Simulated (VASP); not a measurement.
MgSi under changes of volume

One of the cells (18.046 Å³/atom); the others are scaled copies at fixed shape and fractional positions:

```
Si Mg
1.0
     1.51246   -5.46195    0.00000
     1.51246    5.46195    0.00000
     0.00000    0.00000    4.36892
Si Mg
2 2
Direct
  0.57064 0.42936 0.75000
  0.42936 0.57064 0.25000
  0.16838 0.83162 0.25000
  0.83162 0.16838 0.75000
```

The cell comes from a database or a generator and needn't be the stable form of this composition.

* Program: VASP 6.6.1
* Functional: PBEsol
* Potentials or basis: VASP PAW PBE potentials, release 64 (Si, Mg)
* Cutoff: 520 eV
* k mesh: 9 × 9 × 6
* Occupations: fermi-dirac, width 0.05 eV
* Spin: no spin polarisation

| volume (Å³/atom) | energy over the lowest point (meV/atom) | pressure (GPa) | largest force (eV/Å) |
| --- | --- | --- | --- |
| 16.630 | ? | ? | ? |
| 16.984 | 0.98 | 1.2 | 0.158 |
| 17.338 | 0.00 | -0.2 | 0.160 |
| 18.046 | 6.33 | -2.5 | 0.176 |
| 18.400 | 13.09 | -3.5 | 0.187 |
| 18.754 | 21.94 | -4.5 | 0.196 |

What does the run at 16.630 Å³/atom give?

Energy over the lowest point 5.21 meV/atom; pressure 2.7 GPa; largest force 0.160 eV/Å.

Worked out: A Birch-Murnaghan fit of order 3 (a polynomial in V^(-2/3)) to the other rows has its minimum at 17.28 Å³/atom with B0 = V·E''(V) = 64 GPa and B' = 4.2 at fixed shape and positions, which overstates the stiffness. It gives 5.13 meV/atom at 16.630 Å³/atom, against the run's 5.21, and -dE/dV = 2.7 GPa, against 2.7.

Energies are extrapolated to zero smearing.

Caveats: the PAW data sets were made with another functional, which shifts forces and pressure a little.
